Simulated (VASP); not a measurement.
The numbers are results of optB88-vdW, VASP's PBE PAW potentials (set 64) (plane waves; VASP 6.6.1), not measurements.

VASP input:

File POSCAR:
```
HfB2
1
    1.5994535802    -2.7703351014     0.0000000000
    1.5994535802     2.7703351014     0.0000000000
    0.0000000000     0.0000000000     3.5769308246
Hf B
1 2
Direct
  0.0000000000   0.0000000000   0.0000000000
  0.3333330000   0.6666670000   0.5000000000
  0.6666670000   0.3333330000   0.5000000000
```

### INCAR
```
! general
SYSTEM   = HfB2
PREC     = Accurate
ENCUT    = 520   ! plane-wave cut-off (eV)
LREAL    = .False.
LASPH    = .True.   ! aspherical one-centre terms

! electronic loop
EDIFF    = 1E-7
NELM     = 100   ! most electronic steps
ALGO     = Normal   ! blocked Davidson
LMAXMIX  = 6

! smearing
ISMEAR   = 1   ! Methfessel-Paxton
SIGMA    = 0.1

! functional
GGA      = BO
LUSE_VDW = .True.
AGGAC    = 0.0
PARAM1   = 0.1833333333
PARAM2   = 0.22

! ions
IBRION   = 2
NSW      = 30   ! most ionic steps
ISIF     = 4
EDIFFG   = -0.01

! output
LWAVE    = .False.
LCHARG   = .False.
```

**KPOINTS**
```
Automatic mesh
0
Gamma
11 11 9
0 0 0
```

POTCAR, in this order: Hf_pv B (PBE.64 set). Program: vasp_std.

Q: What will the output report for the number of irreducible k-points (NKPTS), largest plane-wave count, number of space-group operations, FFT grid (NGX, NGY, NGZ)?

A: 
| Item | Result |
|---|---|
| number of irreducible k-points (NKPTS) | 80 |
| largest plane-wave count | 870 |
| number of space-group operations | 24 |
| FFT grid (NGX, NGY, NGZ) | 24 × 24 × 28 |

The compound is HfB2 in the AlB2 type structure. This cell is one point of a volume scan, at 1.06 of the reference volume. Symmetry was kept, so distortions that lower it aren't found.
